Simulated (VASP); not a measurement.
Consider the following.

```
CELL_PARAMETERS angstrom
      4.54727     0.00000     0.00000
      0.00000     4.54727     0.00000
      0.00000     0.00000     3.19132
ATOMIC_POSITIONS crystal
  Ir 0.00000 0.00000 0.00000
  Ir 0.50000 0.50000 0.50000
  O  0.30829 0.30829 0.00000
  O  0.80829 0.19171 0.50000
  O  0.19171 0.80829 0.50000
  O  0.69171 0.69171 0.00000
```

Calculation: PW91 GGA, VASP's PBE PAW potentials (set 64) (plane waves; VASP). Settings: 520 eV cut-off, Gaussian smearing of 0.050 eV, potentials Ir O.

### Question
Give the energies of bands 11 to 24 at the high-symmetry points, in eV from the Fermi level.

### Answer

| band | Γ | X | M | Z | R | A |
|---|---|---|---|---|---|---|
| 11 | -4.71 | -5.92 | -4.99 | -5.55 | -5.24 | -5.51 |
| 12 | -4.71 | -5.92 | -4.99 | -5.55 | -5.24 | -5.51 |
| 13 | -3.44 | -5.01 | -4.16 | -5.26 | -4.90 | -4.15 |
| 14 | -2.77 | -5.01 | -4.16 | -5.26 | -4.90 | -4.15 |
| 15 | -2.77 | -2.98 | -3.43 | -3.84 | -3.18 | -3.10 |
| 16 | -2.50 | -2.98 | -3.43 | -3.84 | -3.18 | -3.10 |
| 17 | -2.33 | -1.59 | -2.41 | -1.82 | -2.65 | -1.74 |
| 18 | -2.33 | -1.59 | -2.41 | -1.82 | -2.65 | -1.74 |
| 19 | -2.28 | -1.25 | -2.30 | -0.67 | -1.72 | -1.16 |
| 20 | -2.17 | -1.25 | -2.30 | -0.67 | -1.72 | -1.16 |
| 21 | -2.12 | -0.28 | 0.20 | 0.25 | 0.51 | -0.46 |
| 22 | 0.64 | -0.28 | 0.20 | 0.25 | 0.51 | -0.46 |
| 23 | 1.18 | 3.44 | 2.34 | 2.17 | 1.02 | 2.12 |
| 24 | 4.00 | 3.44 | 2.34 | 2.17 | 1.02 | 2.12 |

It has no gap at this level: it comes out as a metal or semimetal.

The compound is IrO2 in the rutile structure. It was relaxed first.
